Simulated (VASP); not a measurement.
Here is a VASP 6.6.1 calculation.

The input INCAR:

```
SYSTEM = Be3Se2O
  PREC = Normal
  ENCUT = 520
  EDIFF = 1E-5
  ISMEAR = 0
  SIGMA = 0.05
  LREAL = Auto
  LASPH = .TRUE.
  NELM = 80
  ALGO = Fast
  ISIF = 2
  LWAVE = .FALSE.
  LCHARG = .FALSE.
  GGA = PE
```

KPOINTS

```
regular mesh
0
G
  4 4 3
  0 0 0
```

The input POSCAR:

```
Be3Se2O
1.0
    5.0780500000     -2.8719600000      0.0000000000
    5.0780500000      2.8719600000      0.0000000000
    0.0000000000      0.0000000000      5.4449600000
Be Se O
6 4 2
Direct
    0.8386350000      0.4292100000      0.4135620000
    0.5707900000      0.1613650000      0.4135620000
    0.1095090000      0.8904910000      0.3276790000
    0.4292100000      0.8386350000      0.9135620000
    0.1613650000      0.5707900000      0.9135620000
    0.8904910000      0.1095090000      0.8276790000
    0.8350330000      0.4840180000      0.0072250000
    0.4840180000      0.8350330000      0.5072250000
    0.1649670000      0.5159820000      0.5072250000
    0.5159820000      0.1649670000      0.0072250000
    0.8534360000      0.1465640000      0.4999890000
    0.1465640000      0.8534360000      0.9999890000
```

Potentials or basis: VASP PAW PBE potentials, release 64 (Be, Se, O).

The run is started by

```bash
$ cat potpaw_PBE.64/Be/POTCAR potpaw_PBE.64/Se/POTCAR potpaw_PBE.64/O/POTCAR > POTCAR
$ mpirun -np 1 vasp_std > vasp.out
```

Problem. What does it give for the band gap on the k mesh?

Solution. 3.27 eV, indirect (least direct gap 3.34 eV).

Problem. Estimate the pressure.

Solution. 0.0 GPa.

Problem. Predict the largest force.

Solution. 0.009 eV/Å.

Forces in eV/Å, atoms in the order of the input:
```
Be   0.000  0.000 -0.007
Be   0.000  0.000 -0.007
Be   0.000  0.002  0.002
Be   0.000  0.000 -0.007
Be   0.000  0.000 -0.007
Be   0.000 -0.002  0.002
Se   0.006  0.001  0.006
Se   0.006 -0.001  0.006
Se  -0.006 -0.001  0.006
Se  -0.006  0.001  0.006
O    0.000 -0.002 -0.001
O    0.000  0.002 -0.001
```

Caveat: an odd mesh through Γ misses points on the zone boundary, where band edges often lie.
